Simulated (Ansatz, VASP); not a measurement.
# Cross-check of RbLiPdC2 between VASP and Ansatz, part 3 of 3

One calculation is typed for both programs; each brings its own data sets. How far apart do they land? The cell is generated by rule, not measured, and may not be a known phase. The cell is taken from a series of runs on this material, whose earlier steps may have relaxed, scaled, displaced or heated it; both programs get it as it stands.

VASP 6.6.1 and Ansatz 0.2.0.

So far: VASP: relaxation of cell and atoms, RPBE, pair 1; Ansatz: relaxation of cell and atoms, RPBE, pair 1; Side by side; Ansatz: relaxation of cell and atoms, RPBE, pair 2; VASP: relaxation of cell and atoms, RPBE, pair 2; Comparison.

## Step 8: VASP: relaxation of cell and atoms, RPBE, pair 3

Level of this step: RPBE; plane waves and PAW (Rb_sv, Li_sv, Pd, C); invented cell (VASP).

The relaxed volume is the usual yardstick between codes: in a stiff, nearly cubic crystal its relative difference is about their pressure difference at one cell divided by the bulk modulus.

INCAR reads:

```
SYSTEM = RbLiPdC2
PREC = Accurate
ENCUT = 750
EDIFF = 1E-07
NELM = 120
ISMEAR = 0
SIGMA = 0.01
LREAL = .FALSE.
ALGO = Normal
GGA = RP
NBANDS = 21
LASPH = .TRUE.
LORBIT = 11
LWAVE = .FALSE.
LCHARG = .FALSE.
ISIF = 3
IBRION = 2
NSW = 80
EDIFFG = -0.005
GGA_COMPAT = .FALSE.
NELMIN = 4
EFERMI = MIDGAP
KPAR = 4
```

POSCAR reads:

```
RbLiPdC2
1.0
    4.1770560000      0.0000000000      0.0000000000
    0.0000000000      5.3065830000      0.0000000000
   -0.0198190000      0.0000000000      5.4124410000
Rb Li Pd C
1 1 1 2
Direct
    0.5000000000      0.7531458568      0.0000000000
    0.5000000000      0.3061418242      0.5000000000
    0.0000000000      0.9805324820      0.5000000000
    0.0000000000      0.6000228396      0.5000000000
    0.0000000000      0.3601569975      0.5000000000
```

KPOINTS reads:

```
Automatic mesh
0
Gamma
6 4 4
0 0 0
```

PAW data sets: Rb_sv, Li_sv, Pd and C (PBE family, release 64).

On the command line:

```
$ mpirun -np 4 vasp_std
```

Numbers of over 12 decimals in the logs are rounded to 6 here.

The log of the run:

```text
[... set-up lines as in an earlier step ...]
 entering main loop
       N       E                     dE             d eps       ncg     rms          rms(c)
DAV:   1     0.218532241343E+03    0.21853E+03   -0.16360E+04  1764   0.170E+03
DAV:   2    -0.774311409928E+01   -0.22628E+03   -0.21550E+03  2199   0.317E+02
DAV:   3    -0.279135059856E+02   -0.20170E+02   -0.20000E+02  2835   0.858E+01
DAV:   4    -0.290472852927E+02   -0.11338E+01   -0.11277E+01  2780   0.179E+01
[...]
DAV:  15    -0.250209775277E+02   -0.20808E-05   -0.56527E-06  2359   0.149E-02    0.227E-03
DAV:  16    -0.250209779583E+02   -0.43059E-06   -0.10397E-06  2143   0.727E-03    0.907E-04
DAV:  17    -0.250209779538E+02    0.45138E-08   -0.12346E-07  1919   0.241E-03
   1 F= -.25020978E+02 E0= -.25020978E+02  d E =-.250210E+02
[...]
2 F= -.25017808E+02 E0= -.25017808E+02  d E =0.317001E-02
[...]
3 F= -.25021081E+02 E0= -.25021081E+02  d E =-.102795E-03
[...]
4 F= -.25021129E+02 E0= -.25021129E+02  d E =-.485066E-04
[...]
5 F= -.25021137E+02 E0= -.25021137E+02  d E =-.562645E-04
[...]
reached required accuracy - stopping structural energy minimisation
```

From OUTCAR (step 8):

```text
  Total       -0.0181840      0.0196840     -0.0205445      0.0000000      0.0000000      0.0109568
  in kB       -0.2431497      0.2632065     -0.2747127      0.0000000      0.0000000      0.1465097
  external PRESSURE =      -0.0848853 kB  Pullay stress =       0.0000000 kB

 POSITION                                       TOTAL-FORCE (eV/Angst)
 -----------------------------------------------------------------------------------
      2.06871      3.99344      5.41135         0.000000     -0.000504      0.000000
      2.07838      1.62324      2.70577        -0.000000      0.000812      0.000000
     -0.00966      5.19923      2.70558        -0.000000     -0.000815      0.000000
     -0.00966      3.18264      2.70558         0.000000      0.002065      0.000000
     -0.00966      1.90848      2.70558        -0.000000     -0.001557      0.000000
 -----------------------------------------------------------------------------------
    total drift:                                0.000000      0.000062     -0.000001

  FREE ENERGIE OF THE ION-ELECTRON SYSTEM (eV)
  ---------------------------------------------------
  free  energy   TOTEN  =       -25.0211370132 eV

  energy  without entropy=      -25.0211370132  energy(sigma->0) =      -25.02113701

[... 1 part as in an earlier step ...]

[... 3 further parts left out ...]
[key lines of the parts left out:]
E-fermi :   1.5507
```

The run keeps the 2 symmetry operations of its start, so it cannot find a distortion of lower symmetry.

## Step 9: Ansatz: relaxation of cell and atoms, RPBE, pair 3

The same cell, functional and mesh now go to Ansatz, which takes its cutoff from its data sets.

The cell is taken from a series of runs on this material, whose earlier steps may have relaxed, scaled, displaced or heated it; both programs get it as it stands.

input.yaml reads:

```yaml
crystal:
  lattice:
    - [4.1770564053, 0.0, 0.0]
    - [0.0, 5.3065827575, 0.0]
    - [-0.0198192957, 0.0, 5.4124406644]
  atoms:
    - { symbol: Rb, position: [0.5, 0.7531459021, 0.0] }
    - { symbol: Li, position: [0.5, 0.3061417986, 0.5] }
    - { symbol: Pd, position: [0.0, 0.98053254, 0.5] }
    - { symbol: C, position: [0.0, 0.6000228004, 0.5] }
    - { symbol: C, position: [0.0, 0.3601569589, 0.5] }
kpoints:
  mp_grid: { grid: [6, 4, 4] }
hamiltonian:
  xc: rpbe
scf:
  occupations: { method: fixed }
output:
  forces: true
  stress: true
  eigenvalues: true
relax:
  adjacent_minimum: "off"
  f_tol: 0.001
  max_steps: 60
  cell: { stress_tol: 0.01 }
```

On the command line:

```
$ ansatz run input.yaml --threads 8 --pin off --max-ram 14336MiB --backend cpu --events-out ev --progress --plain --runs-dir out
```

The log of the run:

```text
[...]
Crystal: 5 atoms, lattice volume = 119.972 Å³
Basis set: ecut = 420 eV, 2331 PW (Γ), exchange–correlation on 60×72×80 points (8 copies of the dense FFT grid, shifted against one another)
Bands: 24, of which v1, the nominal top of the filled ones, is band 19 counted from 1 (18 counted from 0)
Symmetry: 2 space group operations
[...]
k-points: 42 of 96 (time reversal used)
[...]
cell:  # Å, volume = 120.0340 Å³
    - [4.178289, 1.3397760683875482e-19, 0.00690362]
    - [1.702067650892993e-19, 5.306549, 9.737150067343182e-19]
    - [-0.010880, 9.925033793799075e-19, 5.413676]
  atoms:
    - { symbol: Rb, position: [0.500000, 0.753206, 0.0] }
    - { symbol: Li, position: [0.500000, 0.306036, 0.5] }
    - { symbol: Pd, position: [0.0, 0.980549, 0.5] }
    - { symbol: C, position: [0.0, 0.600040, 0.5] }
    - { symbol: C, position: [0.0, 0.360169, 0.5] }
[key lines of the parts left out:]
SCF converged after 7 iterations
Free energy (F): -10964.748846 eV
Fermi energy:    4.177287 eV
P = ⅓ Tr σ = 0.0002 GPa (0.002 kbar)
```

## Step 10: Comparison

What differs besides the data sets and the points named for the pairs above, as far as they apply: the data sets hold 38 valence electrons in Ansatz (on its default PAW (the set named soft_2) files) and 30 in VASP. Total energies have different zeros and are not compared.

Compared:

```csv
quantity,Ansatz,VASP,difference
volume (Å³),120.03,119.82,+0.18 %
"edge a after relaxation, in the typed setting (Å)",4.178,4.176,+0.05 %
"edge b after relaxation, in the typed setting (Å)",5.306,5.302,+0.08 %
"edge c after relaxation, in the typed setting (Å)",5.414,5.411,+0.05 %
```

Found at a tolerance of 0.01 Å, the end structures differ in symmetry: Pmm2 in Ansatz, P2 in VASP; the atoms lie within 0.05 Å of each other, which can come from where the walks stopped or from unlike electronic states.

## Step 11: Results

```yaml
difference_in_volume_relaxation_of_cell_and_atoms_rpbe_pair_1: 0.18 %
difference_in_volume_relaxation_of_cell_and_atoms_rpbe_pair_2: 0.17 %
difference_in_volume_relaxation_of_cell_and_atoms_rpbe_pair_3: 0.18 %
```

**Reading.** The difference in volume is 0.18 % (relaxation of cell and atoms, RPBE, pair 1), within the 1.2 % picked in this series as the mark of a large difference, as far as the stopping tolerances let one tell. The data sets hold unlike numbers of valence electrons (38 in Ansatz and 30 in VASP), so part of the differences may come from the potentials. VASP runs on this material, other cells and data sets included, that failed, so that no pair exists: relaxation of cell and atoms, RPBE (not converged) and relaxation of cell and atoms, RPBE (timeout). How closely two codes agree says nothing of how well the functional describes the real material.

[Lines on the potential files, build, host, timing and source positions are cut from VASP's logs without a mark.]

[Logs are printed without paths, hosts, clocks, repeated set-up lines and the standing remarks that a program may print on its own settings, such as how far it seeks lower states.]

[Hosts, paths, dates, database ids (printed as entryN), source tags and the programs' standing remarks are cut or masked in the printed files.]
